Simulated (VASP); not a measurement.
```xyz
2
Lattice="3.2500 0.0000 0.0000 0.0000 3.2500 0.0000 0.0000 0.0000 3.2500" Properties=species:S:1:pos:R:3 pbc="T T T"
In     1.6250     1.6250     1.6250
Pd     0.0000     0.0000     0.0000
```

Calculation: PBE GGA, VASP's PBE PAW potentials (set 64) (plane waves; VASP). Numerical set-up: 480 eV cut-off, 10×10×10 Γ-centred mesh, first-order Methfessel-Paxton smearing of 0.10 eV, potentials In_d Pd.

Energy and stress use the plane-wave basis of the starting cell.

Problem. The ions, cell shape and volume are relaxed. What does this cell relax into?

Solution. 
```xyz
2
Lattice="3.3095 0.0000 0.0000 0.0000 3.3095 0.0000 0.0000 0.0000 3.3095" Properties=species:S:1:pos:R:3 pbc="T T T"
In     1.6547     1.6547     1.6547
Pd     0.0000     0.0000     0.0000
```
Space group Pm-3m (221), at a tolerance of 0.03 Å.

Problem. How do energy and volume change from the first to the last step?

Solution. The energy (σ→0) changes by -19.2 meV/atom and the volume by +5.6 %, in 3 ionic steps.

```csv
step,E(σ→0) (eV),max force (eV/Å),pressure (GPa),volume (Å³)
1,-8.7090,0.000,6.85,34.33
2,-8.7189,0.000,-4.72,38.10
3,-8.7473,0.000,-0.01,36.25
```

The compound is PdIn in the CsCl type structure. This run relaxes it. Symmetry was kept, so distortions that lower it aren't found. The electron count is odd and the run is not spin-polarised, which forces a metal.
